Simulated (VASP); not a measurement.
Calculation: vdW-DF-cx, VASP's PBE PAW potentials (set 64) (plane waves; VASP).

Input for VASP

### INCAR
```
LREAL=F
ENCUT=520   # plane-wave cut-off (eV)
ISMEAR=1   # Methfessel-Paxton
EDIFF=1E-7   # SCF stop (eV)
PREC=Accurate
ALGO=Normal
LASPH=T
NELM=100
LUSE_VDW=T
LWAVE=F
SIGMA=0.1
AGGAC=0.0
SYSTEM=Li
LCHARG=F
ISIF=2
GGA=CX
```

### KPOINTS
```
Automatic mesh
0
Gamma
15 15 15
0 0 0
```

File POSCAR:
```
Li
1
   -1.7391247800     1.7391247800     1.7391247800
    1.7391247800    -1.7391247800     1.7391247800
    1.7391247800     1.7391247800    -1.7391247800
Li
1
Direct
  0.0000000000   0.0000000000   0.0000000000
```

POTCAR, in this order: Li_sv (PBE.64 set). Program: vasp_std.

Task: Predict the energy per atom (σ→0), band gap (on the k-mesh).

Result: 
```
Property                                                     Value
------------------------  ----------------------------------------
energy per atom (σ→0)                        -97.2 kJ/mol of atoms
band gap (on the k-mesh)  none (metal, semimetal or under 0.01 eV)
```

OSZICAR:
```
...
DAV:   8    -0.100768045299E+01   -0.38684E-04   -0.27002E-04  1540   0.190E-01    0.790E-03
DAV:   9    -0.100767736937E+01    0.30836E-05   -0.38063E-06  1470   0.215E-02    0.304E-03
DAV:  10    -0.100767411073E+01    0.32586E-05   -0.77921E-07  1230   0.125E-02    0.324E-03
DAV:  11    -0.100767620267E+01   -0.20919E-05   -0.93035E-08  1490   0.388E-03    0.637E-04
DAV:  12    -0.100767667313E+01   -0.47046E-06   -0.13774E-08   655   0.166E-03    0.261E-04
DAV:  13    -0.100767642538E+01    0.24775E-06   -0.37250E-09   620   0.765E-04    0.705E-05
DAV:  14    -0.100767638013E+01    0.45252E-07   -0.73198E-10   605   0.375E-04
   1 F= -.10076764E+01 E0= -.10076524E+01  d E =-.718029E-04
```

The compound is Li in the bcc structure. It was relaxed first.
